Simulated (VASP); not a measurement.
Consider the following.

```
Zr
1.0
    1.60012    -2.77148     0.00000
    1.60012     2.77148     0.00000
    0.00000     0.00000     5.15616
Zr
2
Direct
  0.33333   0.66667   0.25000
  0.66667   0.33333   0.75000
```

These are rev-vdW-DF2, VASP's PBE PAW potentials (set 64) (plane waves; VASP) values and carry that method's errors. Run with 520 eV cut-off, 15×15×8 Γ-centred mesh, tetrahedra with Blöchl corrections, potentials Zr_sv.

Problem. Tabulate the total density of states (states/eV per cell) against energy (eV; zero at the valence-band maximum or, without a gap, the Fermi level).

Solution. 
```
E (eV) | DOS (states/eV)
    -9.94 |  0.00
    -9.72 |  0.00
    -9.50 |  0.00
    -9.29 |  0.00
    -9.07 |  0.00
    -8.85 |  0.00
    -8.53 |  0.00
    -8.31 |  0.00
    -8.09 |  0.00
    -7.88 |  0.00
    -7.66 |  0.00
    -7.44 |  0.00
    -7.23 |  0.00
    -7.01 |  0.00
    -6.79 |  0.00
    -6.58 |  0.00
    -6.36 |  0.00
    -6.14 |  0.00
    -5.82 |  0.00
    -5.60 |  0.03
    -5.38 | # 0.09
    -5.17 | # 0.13
    -4.95 | # 0.17
    -4.74 | ## 0.20
    -4.52 | ## 0.24
    -4.30 | ## 0.28
    -4.08 | ### 0.33
    -3.87 | ### 0.39
    -3.65 | #### 0.47
    -3.44 | #### 0.58
    -3.11 | ########## 1.33
    -2.89 | ############### 2.05
    -2.68 | ############### 2.02
    -2.46 | ################### 2.56
    -2.24 | #################### 2.62
    -2.03 | #################### 2.70
    -1.81 | ############### 2.05
    -1.59 | ############## 1.82
    -1.38 | ################### 2.45
    -1.16 | ################## 2.39
    -0.94 | ######################### 3.28
    -0.73 | ############################ 3.73
    -0.40 | ######### 1.25
    -0.18 | ######## 1.08
     0.03 | ################# 2.27
     0.25 | ############################# 3.84
     0.47 | ######################### 3.38
     0.68 | ######################### 3.33
     0.90 | ########################### 3.58
     1.12 | ############################# 3.83
     1.33 | ############################## 3.98
     1.55 | ##################### 2.78
     1.77 | ############## 1.84
     1.98 | ########## 1.33
     2.31 | ######## 1.05
     2.52 | ####### 0.97
     2.74 | ###### 0.85
     2.96 | ##### 0.73
     3.17 | ##### 0.65
     3.39 | ##### 0.60
```
Within 2 eV below the Fermi level the largest weight inside VASP's projection spheres is Zr d.

The compound is Zr in the hcp structure. It was relaxed first.
